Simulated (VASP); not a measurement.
VASP input:

**POSCAR**
```
SnS2
1
    1.8157352825    -3.1449460342     0.0000000000
    1.8157352825     3.1449460342     0.0000000000
    0.0000000000     0.0000000000     5.6942265932
Sn S
1 2
Direct
  0.0000000000   0.0000000000   0.0000000000
  0.3333330000   0.6666670000   0.2576182237
  0.6666670000   0.3333330000   0.7423817763
```

KPOINTS:
```
Automatic mesh
0
Gamma
9 9 5
0 0 0
```

INCAR:
```
SYSTEM = SnS2
PREC = Accurate
ENCUT = 520
EDIFF = 1E-7
NELM = 100
ALGO = Normal
LREAL = .FALSE.
LASPH = .TRUE.
ISMEAR = -5
LMAXMIX = 4
LWAVE = .FALSE.
LCHARG = .TRUE.
LORBIT = 11
NEDOS = 601
ISIF = 2
```

POTCAR, in this order: Sn_d S (LDA.64 set). Program: vasp_std.

### Question
Translate this LDA calculation to Ansatz.

### Answer
One equivalent input (not run):
Ansatz 0.2 input:
```yaml
crystal:
  lattice:
    - [1.8157353, -3.1449460, 0.0000000]
    - [1.8157353, 3.1449460, 0.0000000]
    - [0.0000000, 0.0000000, 5.6942266]
  atoms:
    - { symbol: Sn, position: [0.0000000, 0.0000000, 0.0000000] }
    - { symbol: S, position: [0.3333330, 0.6666670, 0.2576182] }
    - { symbol: S, position: [0.6666670, 0.3333330, 0.7423818] }
kpoints:
  mp_grid: { grid: [9, 9, 5] }
hamiltonian:
  xc: lda
  pseudopotentials: { kind: paw }
scf:
  occupations: { method: tetrahedron }
  max_iter: 100
output: { forces: true, stress: true, eigenvalues: true }
```
Limits of the translation: each code has its own PAW files, so the cut-off isn't converted (ENCUT is set for VASP's; basis.ecutwfc is left out, and Ansatz then takes the one that its files recommend); Ansatz stops its SCF on the density residual and VASP on the energy change (EDIFF); Ansatz's lda is the Perdew-Wang form, while the LDA potentials of VASP carry Perdew-Zunger's.

The compound is SnS2 in the 1T layered structure. It was relaxed first.
